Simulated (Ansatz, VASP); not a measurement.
**Two plane-wave programs on SiP5**

```
Si P
1.0
     5.26851    0.00000    0.00000
     0.00000    5.26851    0.00000
     0.00000    0.00000    4.72379
Si P
1 5
Direct
  0.00000 0.00000 0.50000
  0.74449 0.00000 0.00000
  0.25551 0.00000 0.00000
  0.00000 0.25551 0.00000
  0.00000 0.74449 0.00000
  0.50000 0.50000 0.50000
```

Alike in both runs: task relaxation of cell and atoms; functional PBE; k mesh 3 × 3 × 4; occupations gaussian, width 0.2 eV; no spin polarisation.

|  | VASP | Ansatz |
| --- | --- | --- |
| version | VASP 6.6.1 | Ansatz 0.2.0 |
| potentials or method | VASP PAW PBE potentials, release 64 (Si, P) | scalar-relativistic, plane waves, PAW |
| plane-wave cutoff (eV) | 600 | 420 |
| valence electrons in the cell | 29 | 29 |

```csv
,VASP,Ansatz,Ansatz less VASP
"gap on the k mesh at the Fermi level, each at its own relaxed structure (eV)",none,none,-
relaxed volume (Å³/atom),18.65,18.56,-0.092
relaxed cell length with the largest relative difference (Å),5.642,5.624,-0.0184
energy change over the relaxation (meV/atom),-731,-749,-17.8
```

A gap of «none» marks a metal or a gap that the smearing closes.

Caveats: the k mesh is coarse (spacing up to 0.40 Å⁻¹), so the values aren't converged.
